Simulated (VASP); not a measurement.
Here is a VASP 6.6.1 calculation.

File INCAR:

```
PREC = Accurate ; ENCUT = 520
EDIFF = 1E-6 ; ISMEAR = 0
SIGMA = 0.1 ; LREAL = F
LASPH = T ; NELM = 100
ALGO = Fast ; ISIF = 2
LWAVE = F ; LCHARG = F
NBANDS = 17
```

The input KPOINTS:

```
regular mesh
0
Gamma
  14 14 14
```

Contents of POSCAR:

```
TiFe
1.0
    2.8853818303      0.0000000000      0.0000000000
    0.0000000000      2.8853818303      0.0000000000
    0.0000000000      0.0000000000      2.8853818303
Ti Fe
1 1
Direct
    0.5000000000      0.5000000000      0.5000000000
    0.0000000000      0.0000000000      0.0000000000
```

Potentials or basis: VASP PAW LDA potentials, release 64 (Ti_sv, Fe).

Command:

```console
$ cat potpaw_LDA.64/Ti_sv/POTCAR potpaw_LDA.64/Fe/POTCAR > POTCAR
$ mpirun -np 1 vasp_std > vasp.out
```

Task: Estimate the pressure.

Result: -0.2 GPa.

Task: Estimate the band gap on the k mesh.

Result: None (metal or under the smearing width).

Spin polarisation is off, so any magnetic state and its effect on volume and gap are missing.
